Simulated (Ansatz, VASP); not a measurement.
Two plane-wave programs on AlOsF4

```xyz
6
Lattice="3.4890 0.0000 0.0000 0.0000 3.4890 0.0000 0.0000 0.0000 6.5281" Properties=species:S:1:pos:R:3 pbc="T T T"
Os    1.7445    1.7445    3.2641
Al    0.0000    0.0000    0.0000
F     1.7445    0.0000    0.0000
F     0.0000    1.7445    0.0000
F     0.0000    0.0000    1.8638
F     0.0000    0.0000    4.6643
```

Alike in both runs: functional PBE; k mesh 6 × 6 × 3; no spin polarisation.

Ansatz relaxed the structure, and its values are those at the end. VASP's run is a single point on that final structure, the one shown.

```csv
,VASP,Ansatz
version,VASP 6.6.1,Ansatz 0.2.0
potentials or method,"VASP PAW PBE potentials, release 64 (Os, Al, F)",PAW plane waves
plane-wave cutoff (eV),520,420
occupations,"fermi-dirac, width 0.1 eV",fermi-dirac
valence electrons in the cell,39,47
```

|  | VASP | Ansatz | Ansatz less VASP |
| --- | --- | --- | --- |
| gap on the k mesh at the Fermi level (eV) | none | none | - |
| pressure (GPa) | -0.1 | 0.0 | +0.10 |
| rms of the force components (eV/Å) | 0.012 | 0.000 | -0.0124 |

A gap of «none» marks a metal or a gap that the smearing closes. The two sets of potentials don't hold the same shells in valence.

Caveats: an odd number of electrons without spin polarisation forces a metal; a magnetic or distorted state may lie lower. The runs have no spin-orbit coupling, so splittings on Os are missing.
